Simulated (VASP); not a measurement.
Level of theory: PBE GGA with D3 dispersion (Becke-Johnson damping), VASP's PBE PAW potentials (set 64) (plane waves; VASP).

VASP input:

**INCAR**
```
SYSTEM  =  Os
PREC  =  Accurate; ENCUT  =  520; LREAL  =  .FALSE.
LASPH  =  .TRUE.
EDIFF  =  1E-6; NELM  =  100; ALGO  =  Normal
LMAXMIX  =  6
ISMEAR  =  1; SIGMA  =  0.1
GGA  =  PE; IVDW  =  12
IBRION  =  2; NSW  =  60; ISIF  =  3
EDIFFG  =  -0.01
LWAVE  =  .FALSE.; LCHARG  =  .FALSE.
```

KPOINTS:
```
Automatic mesh
0
Gamma
14 14 8
0 0 0
```

POSCAR:
```
Os
1
    1.3650000000    -2.3642490000     0.0000000000
    1.3650000000     2.3642490000     0.0000000000
    0.0000000000     0.0000000000     4.3200000000
Os
2
Direct
  0.3333330000   0.6666670000   0.2500000000
  0.6666670000   0.3333330000   0.7500000000
```

POTCAR, in this order: Os (PBE.64 set). Program: vasp_std.

Output

### OSZICAR
```
       N       E                     dE             d eps       ncg     rms          rms(c)
DAV:   1     0.106394314781E+03    0.10639E+03   -0.76552E+03  2880   0.128E+03
DAV:   2    -0.164888925964E+02   -0.12288E+03   -0.11108E+03  3016   0.401E+02
DAV:   3    -0.236883349954E+02   -0.71994E+01   -0.66119E+01  3528   0.791E+01
DAV:   4    -0.238740614264E+02   -0.18573E+00   -0.18397E+00  3004   0.135E+01
DAV:   5    -0.238761148229E+02   -0.20534E-02   -0.20520E-02  3424   0.116E+00    0.235E+01
DAV:   6    -0.228060657050E+02    0.10700E+01   -0.11310E+00  3116   0.987E+00    0.109E+01
DAV:   7    -0.224795026218E+02    0.32656E+00   -0.83156E-01  3284   0.831E+00    0.472E-01
DAV:   8    -0.224736976503E+02    0.58050E-02   -0.76298E-03  2936   0.729E-01    0.286E-01
DAV:   9    -0.224715937546E+02    0.21039E-02   -0.14931E-03  3144   0.468E-01    0.571E-02
DAV:  10    -0.224716335495E+02   -0.39795E-04   -0.65471E-05  3164   0.820E-02    0.103E-02
DAV:  11    -0.224716006755E+02    0.32874E-04   -0.75465E-06  2976   0.329E-02    0.929E-04
DAV:  12    -0.224716000709E+02    0.60457E-06   -0.13069E-07  1516   0.398E-03
   1 F= -.23785058E+02 E0= -.23784632E+02  d E =-.237851E+02
       N       E                     dE             d eps       ncg     rms          rms(c)
DAV:   1    -0.225377169501E+02   -0.66116E-01   -0.14063E+00  2908   0.101E+01    0.262E+00
DAV:   2    -0.224988986530E+02    0.38818E-01   -0.42104E-02  3064   0.216E+00    0.119E+00
DAV:   3    -0.224908551404E+02    0.80435E-02   -0.32584E-02  3700   0.178E+00    0.184E-01
DAV:   4    -0.224909490243E+02   -0.93884E-04   -0.99758E-04  2908   0.281E-01    0.571E-02
DAV:   5    -0.224910305148E+02   -0.81490E-04   -0.10996E-04  3168   0.924E-02    0.832E-03
DAV:   6    -0.224910344409E+02   -0.39261E-05   -0.55793E-06  2940   0.231E-02    0.623E-03
DAV:   7    -0.224910351379E+02   -0.69703E-06   -0.33943E-07  1488   0.927E-03
   2 F= -.23767187E+02 E0= -.23766712E+02  d E =0.178712E-01
       N       E                     dE             d eps       ncg     rms          rms(c)
DAV:   1    -0.225104578369E+02   -0.19423E-01   -0.90259E-01  2896   0.821E+00    0.214E+00
DAV:   2    -0.224853344038E+02    0.25123E-01   -0.27688E-02  3100   0.179E+00    0.944E-01
DAV:   3    -0.224803115507E+02    0.50229E-02   -0.19438E-02  3632   0.139E+00    0.151E-01
DAV:   4    -0.224804072004E+02   -0.95650E-04   -0.56963E-04  2908   0.211E-01    0.403E-02
DAV:   5    -0.224804746061E+02   -0.67406E-04   -0.72440E-05  3184   0.782E-02    0.702E-03
DAV:   6    -0.224804769225E+02   -0.23164E-05   -0.40635E-06  2836   0.200E-02    0.470E-03
DAV:   7    -0.224804768258E+02    0.96667E-07   -0.28498E-07  1464   0.806E-03
   3 F= -.23786293E+02 E0= -.23785860E+02  d E =-.123492E-02
       N       E                     dE             d eps       ncg     rms          rms(c)
DAV:   1    -0.224798780500E+02    0.59887E-03   -0.57270E-02  2924   0.211E+00    0.155E-01
DAV:   2    -0.224793453881E+02    0.53266E-03   -0.62297E-04  3524   0.336E-01    0.735E-02
DAV:   3    -0.224791822786E+02    0.16311E-03   -0.29226E-04  3156   0.151E-01    0.136E-02
DAV:   4    -0.224791831637E+02   -0.88515E-06   -0.18645E-05  2988   0.530E-02    0.584E-03
DAV:   5    -0.224791828582E+02    0.30553E-06   -0.56517E-07  1540   0.708E-03
   4 F= -.23786205E+02 E0= -.23785763E+02  d E =0.877915E-04
       N       E                     dE             d eps       ncg     rms          rms(c)
DAV:   1    -0.224803010681E+02   -0.11179E-02   -0.18317E-02  2924   0.119E+00    0.887E-02
DAV:   2    -0.224801253870E+02    0.17568E-03   -0.20013E-04  3500   0.190E-01    0.419E-02
DAV:   3    -0.224800709163E+02    0.54471E-04   -0.94222E-05  3144   0.860E-02    0.777E-03
DAV:   4    -0.224800712303E+02   -0.31398E-06   -0.60114E-06  2900   0.300E-02
   5 F= -.23786409E+02 E0= -.23785974E+02  d E =-.116115E-03
```

OUTCAR:
```
------------------------ aborting loop because EDIFF is reached ----------------------------------------
 Edisp (eV)   -1.30634
  FORCE on cell =-STRESS in cart. coord.  units (eV):
  Direction    XX          YY          ZZ          XY          YZ          ZX
  --------------------------------------------------------------------------------------
  Total      -0.00401    -0.00401     0.00223     0.00000    -0.00000    -0.00000
  in kB      -0.22940    -0.22940     0.12760     0.00000    -0.00000    -0.00000
  external pressure =       -0.11 kB  Pullay stress =        0.00 kB
  volume of cell :       28.03
      direct lattice vectors                 reciprocal lattice vectors
     1.368923146 -2.371044085 -0.000000000     0.365250600 -0.210877564 -0.000000000
     1.368923146  2.371044085 -0.000000000     0.365250600  0.210877564 -0.000000000
     0.000000000  0.000000000  4.317984139     0.000000000  0.000000000  0.231589549
 POSITION                                       TOTAL-FORCE (eV/Angst)
 -----------------------------------------------------------------------------------
      1.36892      0.79035      1.07950         0.000000      0.000000      0.000000
      1.36892     -0.79035      3.23849        -0.000000     -0.000000      0.000000
 -----------------------------------------------------------------------------------
    total drift:                                0.000000      0.000022     -0.000020
  FREE ENERGIE OF THE ION-ELECTRON SYSTEM (eV)
  ---------------------------------------------------
  free  energy   TOTEN  =       -23.7864090881 eV

  energy  without entropy=      -23.7851039568  energy(sigma->0) =      -23.78597404

 reached required accuracy - stopping structural energy minimisation
```
(Selected blocks of OUTCAR.)

**CONTCAR**
```
Os
   1.00000000000000
     1.3689231460328910   -2.3710440852150199   -0.0000000000000000
     1.3689231460328910    2.3710440852150199   -0.0000000000000000
     0.0000000000000000    0.0000000000000000    4.3179841391583338
  Os
     2
Direct
     0.3333330000000032    0.6666669999999968    0.2500000000000000
     0.6666669999999968    0.3333330000000032    0.7500000000000000
```

The compound is Os in the hcp structure. This run relaxes it. Symmetry was kept, so distortions that lower it aren't found.
